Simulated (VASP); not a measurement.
# BiSbSe (P-6m2) in VASP: band structure with PBE+D4

Aim: the band structure of BiSbSe with PBE+D4.

All numbers are computed with VASP 6.6.1; they aren't measurements. Logs are shortened: lines on timing, memory, paths and dates and some standing lists are left out, and cuts for length are marked.

### Step 1. The undisturbed crystal

Symmetry: P-6m2, No. 187, hexagonal system. The conventional cell has a = 4.817 Å, b = 4.817 Å, c = 4.702 Å, α = 90.00°, β = 90.00°, γ = 120.00°. Sb (site symmetry -6m2) has 3 Se at 2.78 Å as nearest neighbours. Bi (site symmetry -6m2) has 6 Sb at 3.64 Å and 6 Se at 3.64 Å as nearest neighbours. Se (site symmetry -6m2) is surrounded by 3 Sb at 2.78 Å.

The cell was built by a generator and needn't be a form met in nature.

### Step 2. Band structure, PBE+D4 (cell strained at random at fixed volume)

The input, run.py:

```python
from ase.calculators.vasp import Vasp
from ase.dft.bandgap import bandgap
from ase.io import read

atoms = read('BiSbSe.cif')
calc = Vasp(
    directory='calc',
    xc='pbe',
    pp='PBE',
    setups='recommended',
    prec='Accurate',
    encut=520,
    ediff=1e-07,
    ismear=0,
    sigma=0.1,
    lreal=False,
    lasph=True,
    nelm=80,
    algo='Normal',
    isif=2,
    lwave=False,
    lcharg=True,
    ivdw=13,
    kpts=[7, 7, 6],
    gamma=True,
)
atoms.calc = calc

print('energy (eV):', atoms.get_potential_energy())
print('free energy (eV):', atoms.get_potential_energy(force_consistent=True))
efermi = calc.get_fermi_level()
print('Fermi level (eV):', efermi)
path = atoms.cell.bandpath(npoints=40, eps=1e-4)
print('path:', path.path)
calc.set(kpts=path.kpts, reciprocal=True, icharg=11, isym=0, lcharg=False)
calc.calculate(atoms)
print('gap on the path (eV):', bandgap(calc, efermi=efermi)[0])
print('direct gap on the path (eV):', bandgap(calc, efermi=efermi, direct=True)[0])
```

The input, BiSbSe.cif:

```cif
data_BiSbSe
_cell_length_a 4.80003120
_cell_length_b 4.79817656
_cell_length_c 4.76002459
_cell_angle_alpha 91.38243243
_cell_angle_beta 88.76035476
_cell_angle_gamma 120.44688574
_space_group_name_H-M_alt 'P1'
_space_group_name_Hall 'P 1'
_space_group_IT_number 1
loop_
_space_group_symop_operation_xyz
'x,y,z'
loop_
_atom_site_label
_atom_site_type_symbol
_atom_site_symmetry_multiplicity
_atom_site_Wyckoff_symbol
_atom_site_fract_x
_atom_site_fract_y
_atom_site_fract_z
_atom_site_occupancy
Sb1 Sb 1 a 0.6666666700 0.3333333300 0.5000000000 1
Bi1 Bi 1 a 0.0000000000 0.0000000000 0.0000000000 1
Se1 Se 1 a 0.3333333300 0.6666666700 0.5000000000 1
```

Potentials or basis: VASP PAW PBE potentials, release 64 (Sb, Bi_d, Se).

Command:

```sh
$ python run.py
```

The program printed:

```text
energy (eV): -11.62439584
free energy (eV): -11.63124719
Fermi level (eV): 5.48329938
path: XGY,LGZ,NGM,RG
gap on the path (eV): 0.0
direct gap on the path (eV): 0.0
```

OUTCAR:

```text
ENCUT = 520.000000
   EDIFF = 1.00e-07
   GGA = PE
   PREC = Accurate
   ICHARG = 11
   ISIF = 2
   ISMEAR = 0
   ISYM = 0
   NELM = 80
   IVDW = 13
   LASPH = .TRUE.
   LREAL = .FALSE.

 ion  position               nearest neighbor table
   1  0.667  0.333  0.500-   3 2.76   3 2.76   3 2.78   2 3.61   2 3.61   2 3.62   2 3.66   2 3.67
                             2 3.70
   2  0.000  0.000  0.000-   1 3.61   1 3.61   1 3.62   1 3.66   1 3.67   1 3.70
   3  0.333  0.667  0.500-   1 2.76   1 2.76   1 2.78

IMPORTANT INFORMATION: All symmetrisations will be switched off!
NOSYMM: (Re-)initialisation of all symmetry stuff for point group C_1.

----------------------------------------------------------------------------------------

                                     Primitive cell

  volume of cell :      94.4788

  direct lattice vectors                    reciprocal lattice vectors
     4.800031200  0.000000000  0.000000000     0.208331979  0.122456918 -0.002638318
    -2.431425105  4.136504595  0.000000000     0.000000000  0.241750003  0.003692396
     0.102979338 -0.072677279  4.758355532     0.000000000  0.000000000  0.210156638

  length of vectors
     4.800031200  4.798176560  4.760024590     0.241670998  0.241778200  0.210156638

  position of ions in fractional coordinates (direct lattice)
     0.666666670  0.333333330  0.500000000
     0.000000000  0.000000000  0.000000000
     0.333333330  0.666666670  0.500000000

  ion indices of the primitive-cell ions
   primitive index   ion index
                 1           1
                 2           2
                 3           3

----------------------------------------------------------------------------------------

 KPOINTS: KPOINTS created by Atomic Simulation Env

Read explicit list of k-points.

[... 79 lines left out ...]
 Gauss-broadening in eV      SIGMA  =   0.10
  energy-cutoff  :      520.00
  volume of cell :       94.48
 maximum number of plane-waves:      2554
 NGX is ok and might be reduce to    36

 number of electron      25.9999998 magnetization

 Free energy of the ion-electron system (eV)
  ---------------------------------------------------
  ext. energy  EPLUGINS =         0.00000000
  ---------------------------------------------------
  free energy    TOTEN  =       -10.14036878 eV

  energy without entropy =      -10.12539024  energy(sigma->0) =      -10.13287951

 E-fermi :   5.3334     XC(G=0):  -9.3719

 val. band max:        5.3185703664   @ k =  -0.2143   0.2143  -0.2143
 cond. band min:       5.3388772947   @ k =   0.0000   0.3000   0.0000
 fundamental gap:      0.0203069283
 Fermi energy:         5.3334276483

 k-point     1 :       0.0000    0.0000   -0.5000
  band No.  band energies     occupation
      1     -17.4442      2.00000
      2     -17.4438      2.00000
      3     -17.4341      2.00000
      4     -17.4334      2.00000
      5     -17.4270      2.00000
      6      -8.5609      2.00000
[... 457 lines left out ...]
      4     -17.4335      2.00000
      5     -17.4282      2.00000
      6      -8.3980      2.00000
[... 9 lines left out ...]
     16       7.6437      0.00000
     17       8.6123      0.00000

 [... further k-points ...]

------------------------ aborting loop because EDIFF is reached ----------------------------------------

  DFT-D4 for vdW energy calculation

  Edisp (eV):   -1.32488

  FORCE on cell =-STRESS in cart. coord.  units (eV):
  Direction    XX          YY          ZZ          XY          YZ          ZX
  --------------------------------------------------------------------------------------
  -------------------------------------------------------------------------------------
  Total       1.04581     1.05546    -1.46251     0.13000    -0.86147     1.40901
  in kB      17.73491    17.89860   -24.80133     2.20448   -14.60888    23.89405
  external pressure =        3.61 kB  Pullay stress =        0.00 kB

 VOLUME and BASIS-vectors are now :
 -----------------------------------------------------------------------------
  energy-cutoff  :      520.00
  volume of cell :       94.48
      direct lattice vectors                 reciprocal lattice vectors
     4.800031200  0.000000000  0.000000000     0.208331979  0.122456918 -0.002638318
    -2.431425105  4.136504595  0.000000000     0.000000000  0.241750003  0.003692396
     0.102979338 -0.072677279  4.758355532     0.000000000  0.000000000  0.210156638

 POSITION                                       TOTAL-FORCE (eV/Angst)
 -----------------------------------------------------------------------------------
      2.44104      1.34250      2.37918        -0.091102      0.036423     -0.036653
      0.00000      0.00000      0.00000         0.017682      0.023860     -0.001525
      0.03055      2.72133      2.37918         0.073420     -0.060283      0.038178
 -----------------------------------------------------------------------------------
    total drift:                               -0.003091      0.000223      0.004267

  FREE ENERGIE OF THE ION-ELECTRON SYSTEM (eV)
  ---------------------------------------------------
  free  energy   TOTEN  =       -11.4652463325 eV

  energy  without entropy=      -11.4502677919  energy(sigma->0) =      -11.45775706
```

INCAR:

```text
ENCUT = 520.000000
SIGMA = 0.100000
EDIFF = 1.00e-07
ALGO = Normal
GGA = PE
PREC = Accurate
ICHARG = 11
ISIF = 2
ISMEAR = 0
ISYM = 0
NELM = 80
IVDW = 13
LASPH = .TRUE.
LCHARG = .FALSE.
LWAVE = .FALSE.
LREAL = .FALSE.
```

Run time: 2 min. Hardware: 1 thread of Intel Xeon Platinum 8488C (Sapphire Rapids), shared host; peak memory 0.23 GiB.

Results:

| Quantity | Value |
| --- | --- |
| Band gap along the path | none (metal or under the smearing width) |
| Dispersion energy per atom | -0.442 eV |

Levels at the corners of the path, in eV from the Fermi level:
```tsv
point	band 11	band 12	band 13	band 14	band 15	band 16
X	-2.86	-0.32	0.22	0.26	0.30	0.35
Γ	-4.00	-1.33	-1.30	0.79	2.82	3.02
Y	-2.34	-1.23	-0.78	0.62	1.08	2.21
L	-3.69	-1.60	-0.50	0.92	2.71	3.02
Γ	-4.00	-1.33	-1.30	0.79	2.82	3.02
Z	-2.34	-1.23	-0.78	0.63	1.07	2.21
N	-3.69	-1.60	-0.50	0.92	2.71	3.02
Γ	-4.00	-1.33	-1.30	0.79	2.82	3.02
M	-2.30	-1.27	-0.76	0.70	1.10	2.13
R	-3.63	-1.55	-0.45	0.89	2.69	2.99
Γ	-4.00	-1.33	-1.30	0.79	2.82	3.02
```

Caveat: the log is that of the step along the path at fixed density, whose energy, stress, charges and moments have no meaning; spin-orbit coupling is left out, which moves the levels of the heavy elements; pairwise dispersion overbinds metals, which lowers pressure and volume.

### Step 3. For comparison

An earlier run on the cell as given: functional PBE; potentials or basis VASP PAW PBE potentials, release 64 (Sb, Bi_d, Se); cutoff 520 eV; k mesh 7 × 7 × 6; occupations fermi-dirac, width 0.05 eV; no spin polarisation.

- Pressure: -1.2 GPa
- Band gap on the k mesh: none (metal or under the smearing width)
